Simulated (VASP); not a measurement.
# GW on PbSe (Clausthalite): a test of the settings, part 2 of 2

How far does the GW correction to the gap of PbSe (Clausthalite) depend on the settings? The starting structure is a measured crystal structure from the Crystallography Open Database. Cell and atoms stay as given.

VASP 6.6.1.

Results so far: G0W0 (response cutoff 100 eV, 3×3×3 mesh) 3.32 eV; G0W0 (response cutoff 160 eV, 3×3×3 mesh) 3.36 eV.

## Step 4: G0W0 (response cutoff 240 eV, 3×3×3 mesh)

Level of this step: G0W0 on LDA; plane waves and PAW (Pb_d_GW, Se_GW) (VASP).

It reads the orbitals and their derivatives (WAVECAR and WAVEDER) of a run with the empty bands, which follows a ground-state run; neither is shown.

Contents of INCAR:

```
SYSTEM = PbSe
PREC = Accurate
ENCUT = 300
ISMEAR = 0
SIGMA = 0.01
LREAL = .FALSE.
GGA = CA
NBANDS = 488
ALGO = EVGW0
NELMGW = 1
ENCUTGW = 240
NOMEGA = 40
PRECFOCK = Fast
NBANDSGW = 20
LWAVE = .FALSE.
LCHARG = .FALSE.
```

Contents of POSCAR:

```
PbSe
1.0
    0.0000000000      3.0606500000      3.0606500000
    3.0606500000      0.0000000000      3.0606500000
    3.0606500000      3.0606500000      0.0000000000
Pb Se
1 1
Direct
    0.0000000000      0.0000000000      0.0000000000
    0.5000000000      0.5000000000      0.5000000000
```

Contents of KPOINTS:

```
Automatic mesh
0
Gamma
3 3 3
0 0 0
```

PAW data sets: Pb_d_GW and Se_GW (LDA family, release 64).

Started as:

```console
$ mpirun -np 4 vasp_std
```

What it wrote:

```text
[banner, memory and clock lines left out]
running    4 mpi-ranks, on    1 nodes
[...]
|                                                                             |
|           W    W    AA    RRRRR   N    N  II  N    N   GGGG   !!!           |
|           W    W   A  A   R    R  NN   N  II  NN   N  G    G  !!!           |
|           W    W  A    A  R    R  N N  N  II  N N  N  G       !!!           |
|           W WW W  AAAAAA  RRRRR   N  N N  II  N  N N  G  GGG   !            |
|           WW  WW  A    A  R   R   N   NN  II  N   NN  G    G                |
|           W    W  A    A  R    R  N    N  II  N    N   GGGG   !!!           |
|                                                                             |
|     The default for ENCUTGWSOFT is different in this version of VASP.       |
|     please manually set ENCUTGWSOFT =240 in the INCAR file.                 |
|                                                                             |

 LDA part: xc-table for (Slater(with rela. corr.)+CA(PZ))
[...]
min. memory requirement per mpi rank    325.8 MB, per node   1303.3 MB

 allocating  10 responsefunctions rank=   532
 shmem allocating  40 responsefunctions rank=   532
 response function shared by NCSHMEM nodes    1
 Doing           10  frequencies on each core in blocks of           40
NQ=   1    0.0000    0.0000    0.0000,
|.........|.........|.........|.........|.........|.........|.........|.........
 performed        361000 updates of chi_q(r,r)
 total number of BLAS operations        815.25 Gflops
NQ=   2    0.3333    0.0000    0.0000,
|.........|.........|.........|.........|.........|.........|.........|.........
 performed       1093000 updates of chi_q(r,r)
 total number of BLAS operations       2233.35 Gflops
NQ=   3    0.3333    0.3333    0.0000,
|.........|.........|.........|.........|.........|.........|.........|.........
 performed       1747000 updates of chi_q(r,r)
 total number of BLAS operations       3439.20 Gflops
NQ=   4   -0.3333    0.3333    0.0000,
|.........|.........|.........|.........|.........|.........|.........|.........
 performed       2518000 updates of chi_q(r,r)
 total number of BLAS operations       4860.93 Gflops
 resolving degeneracies of screened two electron integrals

 calculate QP shifts <psi_nk| G(iteration)W_0 |psi_nk>: iteration 1
 entering main loop
[key lines of the parts left out:]
E-fermi :   3.3063
```

Elapsed: 2.3 min, on 4 MPI ranks of AMD EPYC 7R43, shared host; peak memory 1.5 GiB.

Parts of OUTCAR (step 4):

```text
 QP shifts <psi_nk| G(iteration)W_0 |psi_nk>: iteration 1
 for sc-GW calculations column KS-energies equals QP-energies in previous step
 and V_xc(KS)=  KS-energies - (<T + V_ion + V_H > + <T+V_H+V_ion>^1  + <V_x>^1)
 k-point   1 :       0.0000    0.0000    0.0000
  band No.  KS-energies  QP-energies   sigma(KS)   V_xc(KS)     V^pw_x(r,r')   Z            occupation Imag(sigma)
    ...
      8      -3.3528      -5.2250     -14.8640     -12.6216     -16.0985       0.8349       2.0000       0.9241
      9       1.1525      -0.0508     -13.2245     -11.7650     -14.3520       0.8244       2.0000       0.7088
     10       1.1525      -0.0508     -13.2245     -11.7650     -14.3520       0.8244       2.0000       0.7088
     11       1.1525      -0.0508     -13.2245     -11.7650     -14.3520       0.8244       2.0000       0.7088
     12       7.6405       8.2460      -9.8485     -10.5568      -5.8578       0.8549       0.0000      -0.9324
     13       7.6405       8.2460      -9.8485     -10.5568      -5.8578       0.8549       0.0000      -0.9324
     14       7.6405       8.2460      -9.8485     -10.5568      -5.8578       0.8549       0.0000      -0.9324
     15       9.5256      10.0895      -7.8175      -8.4739      -4.0410       0.8591       0.0000      -0.8201
    ...

[... 1 part as in an earlier step ...]

[... 2 further parts left out ...]
[key lines of the parts left out:]
E-fermi :   3.3063
```

G0W0 (response cutoff 240 eV, 3×3×3 mesh): the quasiparticle gap on this mesh is 3.379 eV, +1.418 eV from the LDA gap on the same points, with 488 bands.

## Step 5: GW0 with iterated eigenvalues (response cutoff 160 eV, 3×3×3 mesh)

It reads the orbitals and their derivatives (WAVECAR and WAVEDER) of a run with the empty bands, which follows a ground-state run; neither is shown.

INCAR, as its differences from that of step 4:

```diff
@@ -7,6 +7,6 @@
 GGA = CA
-NBANDS = 488
+NBANDS = 264
 ALGO = EVGW0
-NELMGW = 1
-ENCUTGW = 240
+NELMGW = 4
+ENCUTGW = 160
 NOMEGA = 40
```

POSCAR is that of step 4.

KPOINTS is that of step 4.

Started as:

```console
$ mpirun -np 4 vasp_std
```

What it wrote:

```text
[banner, memory and clock lines left out]
running    4 mpi-ranks, on    1 nodes
[...]
|                                                                             |
|           W    W    AA    RRRRR   N    N  II  N    N   GGGG   !!!           |
|           W    W   A  A   R    R  NN   N  II  NN   N  G    G  !!!           |
|           W    W  A    A  R    R  N N  N  II  N N  N  G       !!!           |
|           W WW W  AAAAAA  RRRRR   N  N N  II  N  N N  G  GGG   !            |
|           WW  WW  A    A  R   R   N   NN  II  N   NN  G    G                |
|           W    W  A    A  R    R  N    N  II  N    N   GGGG   !!!           |
|                                                                             |
|     The default for ENCUTGWSOFT is different in this version of VASP.       |
|     please manually set ENCUTGWSOFT =160 in the INCAR file.                 |
|                                                                             |

 LDA part: xc-table for (Slater(with rela. corr.)+CA(PZ))
[...]
total number of BLAS operations        103.32 Gflops
NQ=   2    0.3333    0.0000    0.0000,
|.........|.........|.........|.........|.........|.........|.........|.........
 performed        585000 updates of chi_q(r,r)
 total number of BLAS operations        309.45 Gflops
NQ=   3    0.3333    0.3333    0.0000,
|.........|.........|.........|.........|.........|.........|.........|.........
 performed        935000 updates of chi_q(r,r)
 total number of BLAS operations        508.09 Gflops
NQ=   4   -0.3333    0.3333    0.0000,
|.........|.........|.........|.........|.........|.........|.........|.........
 performed       1349000 updates of chi_q(r,r)
 total number of BLAS operations        746.13 Gflops
 resolving degeneracies of screened two electron integrals

 calculate QP shifts <psi_nk| G(iteration)W_0 |psi_nk>: iteration 1
 allocating  10 responsefunctions rank=   268
 shmem allocating  40 responsefunctions rank=   268
 response function shared by NCSHMEM nodes    1
 Doing           10  frequencies on each core in blocks of           40
NQ=   1    0.0000    0.0000    0.0000,
 ERROR in DETERMINE_SLOT_INTER_WEIGHT: the frequency range is not sufficient
   315.140044567490        315.0945
Abort(1) on node <host> (rank 3 in comm 0): application called MPI_Abort(MPI_COMM_WORLD, 1) - process 3
[key lines of the parts left out:]
E-fermi :   3.3063
```

Wall time 72 s (4 MPI ranks).

VASP stopped with this message: “ERROR in DETERMINE_SLOT_INTER_WEIGHT: the frequency range is not sufficient”.

## Step 6: G0W0 (response cutoff 100 eV, 4×4×4 mesh)

It reads the orbitals and their derivatives (WAVECAR and WAVEDER) of a run with the empty bands, which follows a ground-state run; neither is shown.

INCAR, as its differences from that of step 5:

```diff
@@ -7,6 +7,6 @@
 GGA = CA
-NBANDS = 264
+NBANDS = 132
 ALGO = EVGW0
-NELMGW = 4
-ENCUTGW = 160
+NELMGW = 1
+ENCUTGW = 100
 NOMEGA = 40
```

POSCAR is that of step 5.

Contents of KPOINTS:

```
Automatic mesh
0
Gamma
4 4 4
0 0 0
```

Started as:

```console
$ mpirun -np 4 vasp_std
```

What it wrote:

```text
[banner, memory and clock lines left out]
running    4 mpi-ranks, on    1 nodes
[...]
[... a notice as in an earlier step ...]

 LDA part: xc-table for (Slater(with rela. corr.)+CA(PZ))
 , standard interpolation
 found WAVECAR, reading the header
 POSCAR, INCAR and KPOINTS ok, starting setup
[...]
reading WAVECAR
 the WAVECAR file was read successfully
 initial charge from wavefunction
 available memory per node:     68.12 GB, setting MAXMEM to     69757

 The Fermi energy was updated, please check that it is located mid-gap
 values below the HOMO (VB) or above the LUMO (CB) will cause erroneous energies
 E-fermi :   3.1284

 calculate exact exchange contribution
 the WAVEDER file was read successfully
 [... a notice as in an earlier step ...]

energies w=
    0.000    0.000    2.364    0.000    4.715    0.000    7.042    0.000
    9.335    0.000   11.587    0.000   13.794    0.000   15.955    0.000
   18.069    0.000   20.141    0.000   22.176    0.000   24.180    0.000
[...]
total number of BLAS operations        140.14 Gflops
NQ=   4    0.2500    0.2500    0.0000,
|.........|.........|.........|.........|.........|.........|.........|.........
 performed       1286000 updates of chi_q(r,r)
 total number of BLAS operations        191.90 Gflops
NQ=   5    0.5000    0.2500    0.0000,
|.........|.........|.........|.........|.........|.........|.........|.........
 performed       1773000 updates of chi_q(r,r)
 total number of BLAS operations        257.76 Gflops
NQ=   6   -0.2500    0.2500    0.0000,
|.........|.........|.........|.........|.........|.........|.........|.........
 performed       2207000 updates of chi_q(r,r)
 total number of BLAS operations        320.16 Gflops
NQ=   7    0.5000    0.5000    0.0000,
|.........|.........|.........|.........|.........|.........|.........|.........
 performed       2493000 updates of chi_q(r,r)
 total number of BLAS operations        351.00 Gflops
NQ=   8   -0.2500    0.5000    0.2500,
|.........|.........|.........|.........|.........|.........|.........|.........
 performed       2864000 updates of chi_q(r,r)
 total number of BLAS operations        390.94 Gflops
 resolving degeneracies of screened two electron integrals

 calculate QP shifts <psi_nk| G(iteration)W_0 |psi_nk>: iteration 1
 entering main loop
```

The job ended after 68 s (4 MPI ranks; peak memory 0.58 GiB; 4.4 min of CPU time).

From OUTCAR (step 6):

```text
 QP shifts <psi_nk| G(iteration)W_0 |psi_nk>: iteration 1
 for sc-GW calculations column KS-energies equals QP-energies in previous step
 and V_xc(KS)=  KS-energies - (<T + V_ion + V_H > + <T+V_H+V_ion>^1  + <V_x>^1)
 k-point   1 :       0.0000    0.0000    0.0000
  band No.  KS-energies  QP-energies   sigma(KS)   V_xc(KS)     V^pw_x(r,r')   Z            occupation Imag(sigma)
    ...
      8      -3.3375      -4.6444     -14.1971     -12.6256     -15.8919       0.8316       2.0000       0.8911
      9       1.1785       0.4757     -12.6194     -11.7642     -14.2003       0.8218       2.0000       0.7014
     10       1.1785       0.4757     -12.6194     -11.7642     -14.2003       0.8218       2.0000       0.7014
     11       1.1785       0.4757     -12.6194     -11.7642     -14.2003       0.8218       2.0000       0.7014
     12       7.6467       8.3293      -9.7455     -10.5482      -6.0023       0.8503       0.0000      -0.9030
     13       7.6467       8.3293      -9.7455     -10.5482      -6.0023       0.8503       0.0000      -0.9030
     14       7.6467       8.3293      -9.7455     -10.5482      -6.0023       0.8503       0.0000      -0.9030
     15       9.5321      10.0265      -7.8838      -8.4654      -4.0421       0.8499       0.0000      -0.8321
    ...

[... 1 part as in an earlier step ...]

[... 2 further parts left out ...]
[key lines of the parts left out:]
E-fermi :   3.1284
```

G0W0 (response cutoff 100 eV, 4×4×4 mesh): the quasiparticle gap on this mesh is 1.245 eV, +1.089 eV from the LDA gap on the same points, with 132 bands.

## Step 7: G0W0 (response cutoff 100 eV, 3×3×3 mesh, 9 empty bands)

It reads the orbitals and their derivatives (WAVECAR and WAVEDER) of a run with the empty bands, which follows a ground-state run; neither is shown.

INCAR, as its differences from that of step 6:

```diff
@@ -7,3 +7,3 @@
 GGA = CA
-NBANDS = 132
+NBANDS = 20
 ALGO = EVGW0
```

POSCAR is that of step 6.

Contents of KPOINTS:

```
Automatic mesh
0
Gamma
3 3 3
0 0 0
```

Started as:

```console
$ mpirun -np 4 vasp_std
```

What it wrote:

```text
[banner, memory and clock lines left out]
running    4 mpi-ranks, on    1 nodes
[...]
[... a notice as in an earlier step ...]

 LDA part: xc-table for (Slater(with rela. corr.)+CA(PZ))
 , standard interpolation
 found WAVECAR, reading the header
 POSCAR, INCAR and KPOINTS ok, starting setup
[...]
reading WAVECAR
 the WAVECAR file was read successfully
 initial charge from wavefunction
 available memory per node:    118.60 GB, setting MAXMEM to    121444

 The Fermi energy was updated, please check that it is located mid-gap
 values below the HOMO (VB) or above the LUMO (CB) will cause erroneous energies
 E-fermi :   3.3063

 calculate exact exchange contribution
 the WAVEDER file was read successfully
 [... a notice as in an earlier step ...]

energies w=
    0.000    0.000    2.247    0.000    4.483    0.000    6.698    0.000
    8.884    0.000   11.033    0.000   13.141    0.000   15.207    0.000
   17.232    0.000   19.216    0.000   21.165    0.000   23.082    0.000
[...]
min. memory requirement per mpi rank     68.0 MB, per node    271.9 MB

 allocating  10 responsefunctions rank=   140
 shmem allocating  40 responsefunctions rank=   140
 response function shared by NCSHMEM nodes    1
 Doing           10  frequencies on each core in blocks of           40
NQ=   1    0.0000    0.0000    0.0000,
|.........|.........|.........|.........|.........|.........|.........|.........
 performed          8000 updates of chi_q(r,r)
 total number of BLAS operations          1.28 Gflops
NQ=   2    0.3333    0.0000    0.0000,
|.........|.........|.........|.........|.........|.........|.........|.........
 performed         31000 updates of chi_q(r,r)
 total number of BLAS operations          4.90 Gflops
NQ=   3    0.3333    0.3333    0.0000,
|.........|.........|.........|.........|.........|.........|.........|.........
 performed         51000 updates of chi_q(r,r)
 total number of BLAS operations          7.64 Gflops
NQ=   4   -0.3333    0.3333    0.0000,
|.........|.........|.........|.........|.........|.........|.........|.........
 performed         76000 updates of chi_q(r,r)
 total number of BLAS operations         10.86 Gflops
 resolving degeneracies of screened two electron integrals

 calculate QP shifts <psi_nk| G(iteration)W_0 |psi_nk>: iteration 1
 entering main loop
```

Run time: 7.6 s. Hardware: 4 MPI ranks; peak memory 0.41 GiB; 27 s of CPU time.

Parts of OUTCAR (step 7):

```text
 QP shifts <psi_nk| G(iteration)W_0 |psi_nk>: iteration 1
 for sc-GW calculations column KS-energies equals QP-energies in previous step
 and V_xc(KS)=  KS-energies - (<T + V_ion + V_H > + <T+V_H+V_ion>^1  + <V_x>^1)
 k-point   1 :       0.0000    0.0000    0.0000
  band No.  KS-energies  QP-energies   sigma(KS)   V_xc(KS)     V^pw_x(r,r')   Z            occupation Imag(sigma)
    ...
      8      -3.3528      -4.0352     -13.4310     -12.6216     -16.0985       0.8431       2.0000       1.0629
      9       1.1525       1.0625     -11.8726     -11.7650     -14.3520       0.8373       2.0000       0.8335
     10       1.1525       1.0625     -11.8726     -11.7650     -14.3520       0.8373       2.0000       0.8335
     11       1.1525       1.0625     -11.8726     -11.7650     -14.3520       0.8373       2.0000       0.8335
     12       7.6405       9.8222      -8.0780     -10.5568      -5.8578       0.8802       0.0000      -0.8786
     13       7.6405       9.8222      -8.0780     -10.5568      -5.8578       0.8802       0.0000      -0.8786
     14       7.6405       9.8222      -8.0780     -10.5568      -5.8578       0.8802       0.0000      -0.8786
     15       9.5256      11.4756      -6.2624      -8.4739      -4.0410       0.8818       0.0000      -0.7425
    ...

[... 1 part as in an earlier step ...]

[... 2 further parts left out ...]
[key lines of the parts left out:]
E-fermi :   3.3063
```

G0W0 (response cutoff 100 eV, 3×3×3 mesh, 9 empty bands): the quasiparticle gap on this mesh is 3.403 eV, +1.442 eV from the LDA gap on the same points, with 20 bands.

## Step 8: The runs compared

```tsv
run	ended	LDA gap on the mesh (eV)	GW gap (eV)	correction (eV)	bands
G0W0 (response cutoff 100 eV, 3×3×3 mesh)	finished	1.961	3.325	1.363	132
G0W0 (response cutoff 160 eV, 3×3×3 mesh)	finished	1.961	3.357	1.396	264
G0W0 (response cutoff 240 eV, 3×3×3 mesh)	finished	1.961	3.379	1.418	488
GW0 with iterated eigenvalues (response cutoff 160 eV, 3×3×3 mesh)	stopped by VASP	-	-	-	264
G0W0 (response cutoff 100 eV, 4×4×4 mesh)	finished	0.157	1.245	1.089	132
G0W0 (response cutoff 100 eV, 3×3×3 mesh, 9 empty bands)	finished	1.961	3.403	1.442	20
```

## Step 9: What came out

| Quantity | Value |
| --- | --- |
| gap, G0W0 (response cutoff 100 eV, 3×3×3 mesh) | 3.325 eV |
| gap, G0W0 (response cutoff 160 eV, 3×3×3 mesh) | 3.357 eV |
| gap, G0W0 (response cutoff 240 eV, 3×3×3 mesh) | 3.379 eV |
| gap, G0W0 (response cutoff 100 eV, 4×4×4 mesh) | 1.245 eV |
| gap, G0W0 (response cutoff 100 eV, 3×3×3 mesh, 9 empty bands) | 3.403 eV |

**Reading.** The correction to the LDA gap of PbSe (Clausthalite) is +1.363 eV at a response cutoff of 100 eV, +1.396 eV at a response cutoff of 160 eV, +1.418 eV at a response cutoff of 240 eV. The number of bands rises with the cutoff. On a 4×4×4 mesh in place of 3×3×3 the correction is +1.089 eV against +1.363 eV. The LDA gap lies between other k-points on the two meshes (0.5000 0.0000 0.0000 to 0.5000 0.0000 0.0000 against 0.3333 0.0000 0.0000 to 0.3333 0.0000 0.0000), so the two corrections belong to different transitions. With 9 empty bands alone, a slip made on purpose, the correction is +1.442 eV against +1.363 eV. Errors of the two band edges can cancel in a gap, so a value close to the better runs would prove nothing. VASP warns in its log that the frequency grid doesn't suit these quasiparticle energies and asks for more k-points, so these gaps are no firm results. Spin-orbit coupling is left out, which with elements this heavy can change the gap by tenths of an eV or more. From a response cutoff of 160 to 240 eV the correction still moves by +0.022 eV, so cutoff and bands aren't shown to be converged. The LDA gap along the bands, from another run on this structure, is 0.163 eV. On the 3×3×3 mesh it is 1.961 eV, so this mesh misses the band edges. On the 4×4×4 mesh it is 0.157 eV, so this mesh comes close to the edges. No result to use came from GW0 with iterated eigenvalues (response cutoff 160 eV, 3×3×3 mesh). Further runs on this material are not shown.

[Lines on the potential files, build, host, timing and source positions are cut from VASP's logs without a mark.]

[Logs are printed without paths, hosts, clocks, repeated set-up lines and the standing remarks that a program may print on its own settings, such as how far it seeks lower states.]

[Hosts, paths, dates, database ids (printed as entryN), source tags and the programs' standing remarks are cut or masked in the printed files.]
